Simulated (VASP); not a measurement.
Data:

```
YSi
1.0
    0.00000     3.25080     3.25080
    3.25080     0.00000     3.25080
    3.25080     3.25080     0.00000
Y Si
1 1
Direct
  0.00000   0.00000   0.00000
  0.50000   0.50000   0.50000
```

The numbers are results of PBE GGA, VASP's PBE PAW potentials (set 64) (plane waves; VASP), not measurements. Settings: 400 eV cut-off, 9×9×9 Γ-centred mesh, first-order Methfessel-Paxton smearing of 0.10 eV, potentials Y_sv Si.

Energy and stress use the plane-wave basis of the starting cell.

Question: The ions, cell shape and volume are relaxed. Predict the relaxed structure.

Answer: 
```
YSi
1.0
    0.00000     2.90689     2.90689
    2.90689     0.00000     2.90689
    2.90689     2.90689     0.00000
Y Si
1 1
Cartesian
  0.00000   0.00000   0.00000
  2.90689   2.90689   2.90689
```
Space group Fm-3m (225), at a tolerance of 0.03 Å.

Question: How do energy and volume change from the first to the last step?

Answer: The energy (σ→0) changes by -464.2 meV/atom and the volume by -28.5 %, in 17 ionic steps.

The structure was generated: YSi was put into the rock salt type (Fm-3m), which need not be its known phase. This run relaxes it. Symmetry was kept, so distortions that lower it aren't found. The electron count is odd and the run is not spin-polarised, which forces a metal.
